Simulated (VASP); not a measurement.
Given:

```
TaP
1.0
    0.00000     2.76019     2.76019
    2.76019     0.00000     2.76019
    2.76019     2.76019     0.00000
Ta P
1 1
Direct
  0.00000   0.00000   0.00000
  0.25000   0.25000   0.25000
```

Calculation: PBEsol GGA, VASP's PBE PAW potentials (set 64) (plane waves; VASP). Run with 400 eV cut-off, Gaussian smearing of 0.050 eV, potentials Ta_pv P.

Q: Give the energies of bands 5 to 11 at the high-symmetry points, in eV from the Fermi level.

A: 
| band | Γ | X | U | L | W |
|---|---|---|---|---|---|
| 5 | -4.11 | -5.87 | -5.25 | -5.19 | -4.65 |
| 6 | -4.11 | -2.56 | -3.64 | -3.66 | -4.51 |
| 7 | -4.11 | -2.56 | -2.89 | -3.66 | -2.52 |
| 8 | 0.02 | -1.57 | -1.53 | 0.51 | -1.73 |
| 9 | 0.02 | 0.20 | 0.44 | 0.61 | 0.00 |
| 10 | 2.37 | 1.41 | 0.64 | 0.61 | 1.07 |
| 11 | 5.91 | 1.73 | 2.88 | 3.44 | 2.31 |

It has no gap at this level: it comes out as a metal or semimetal.

The structure was generated: TaP was put into the zinc blende type (F-43m), which need not be its known phase. It was relaxed first, which changed the volume by -36 %.
